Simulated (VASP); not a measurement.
Mg3CdSe2O2:

```xyz
8
Lattice="3.7500 0.0000 0.0000 -1.8750 3.2476 0.0000 0.0000 0.0000 11.7000" Properties=species:S:1:pos:R:3 pbc="T T T"
Mg    0.0000    2.1651   10.6470
Mg    0.0000    0.0000    7.8390
Mg    1.8750    1.0825    4.7970
Cd    0.0000    0.0000    2.1060
Se    0.0000    2.1651    2.6325
Se    1.8750    1.0825    8.4240
O     0.0000    0.0000    0.0000
O     0.0000    0.0000    5.8500
```

The cell was built by a generator and needn't be a form met in nature.

| Quantity | Value |
| --- | --- |
| Program | VASP 6.6.1 |
| Task | relaxation of cell and atoms |
| Functional | PBE |
| Potentials or basis | VASP PAW PBE potentials, release 64 (Mg, Cd, Se, O) |
| Cutoff | 520 eV |
| k mesh | 4 × 4 × 2 |
| Occupations | gaussian, width 0.15 eV |
| Spin | no spin polarisation |

At the start: pressure 15.5 GPa; volume 17.81 Å³/atom.

**Question.** Where does the relaxation end?

**Answer.** Over 13 steps the energy falls by 694.8 meV/atom and the volume is 17.98 Å³/atom (+1.0 %); space group P3m1 (No. 156, to 0.05 Å).

Step by step:
```
step  energy change (eV)  largest force (eV/Å)  pressure (GPa)  volume (Å³)
   1              0.0000                4.7224           15.47       142.49
   2             -3.0727                1.6331           -7.33       180.19
   3             -3.2045                2.0098           -4.69       171.55
   4             -4.2658                1.4913           -3.63       162.46
   5             -5.1141                0.9945           -0.52       146.06
   6             -5.1186                0.8458           -0.81       147.39
   7             -5.3288                1.0987            0.27       143.50
   8             -5.3361                1.3359            0.81       142.44
   9             -5.5055                0.7635            0.32       142.60
  10             -5.5331                0.4328            0.13       142.60
  11             -5.5513                0.3869            0.27       143.04
  12             -5.5523                0.2830            0.23       142.96
  13             -5.5583                0.0784           -0.18       143.86
```

Final structure:
```
Mg Cd Se O
1.0
     3.67353    0.00000    0.00000
    -1.83677    3.18137    0.00000
     0.00000    0.00000   12.30946
Mg Cd Se O
3 1 2 2
Cartesian
  0.0000 2.1209 11.2957
  0.0000 0.0000 7.9105
  1.8368 1.0605 5.3452
  0.0000 0.0000 1.7702
  0.0000 2.1209 3.3491
  1.8368 1.0605 9.2533
  0.0000 0.0000 11.9118
  -1.8368 3.1814 5.9724
```

Caveat: the k mesh is coarse (spacing up to 0.48 Å⁻¹), so the values aren't converged.
